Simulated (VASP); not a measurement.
VASP input:

POSCAR:
```
FeAl
1
    2.9100000000     0.0000000000     0.0000000000
    0.0000000000     2.9100000000     0.0000000000
    0.0000000000     0.0000000000     2.9100000000
Al Fe
1 1
Direct
  0.5000000000   0.5000000000   0.5000000000
  0.0000000000   0.0000000000   0.0000000000
```

### INCAR
```
! general
SYSTEM   =  FeAl
PREC     =  Accurate
ENCUT    =  400
LREAL    =  F   ! projection in real space or not
LASPH    =  T   ! aspherical one-centre terms

! electronic loop
EDIFF    =  1E-6   ! SCF stop (eV)
NELM     =  100   ! most electronic steps
ALGO     =  Normal
LMAXMIX  =  4   ! l cut-off of mixed one-centre charges
LMIXTAU  =  T

! smearing
ISMEAR   =  1
SIGMA    =  0.1

! functional
METAGGA  =  R2SCAN

! ions
ISIF     =  2   ! forces and stress, cell fixed

! output
LWAVE    =  F
LCHARG   =  F
```

KPOINTS:
```
Automatic mesh
0
Gamma
11 11 11
0 0 0
```

POTCAR, in this order: Al Fe (PBE.64 set). Program: vasp_std.

Problem. Write an equivalent input for Ansatz.

Solution. One equivalent input (not run):
Ansatz 0.2 input:
```yaml
crystal:
  lattice:
    - [2.9100000, 0.0000000, 0.0000000]
    - [0.0000000, 2.9100000, 0.0000000]
    - [0.0000000, 0.0000000, 2.9100000]
  atoms:
    - { symbol: Al, position: [0.5000000, 0.5000000, 0.5000000] }
    - { symbol: Fe, position: [0.0000000, 0.0000000, 0.0000000] }
kpoints:
  mp_grid: { grid: [11, 11, 11] }
hamiltonian:
  xc: r2scan
  pseudopotentials: { kind: paw }
scf:
  occupations: { method: methfessel_paxton, width: 0.1 }
  max_iter: 100
output: { forces: true, stress: true, eigenvalues: true }
```
What does not carry over: each code has its own PAW files, so the cut-off isn't converted (ENCUT is set for VASP's; basis.ecutwfc is left out, and Ansatz then takes the one that its files recommend); Ansatz stops its SCF on the density residual and VASP on the energy change (EDIFF).

The compound is FeAl in the CsCl type structure. The cell was not relaxed at this level. The run is one of a series of settings (GGA removed, LMIXTAU = .TRUE., METAGGA = R2SCAN against the base run), some of them coarse on purpose.
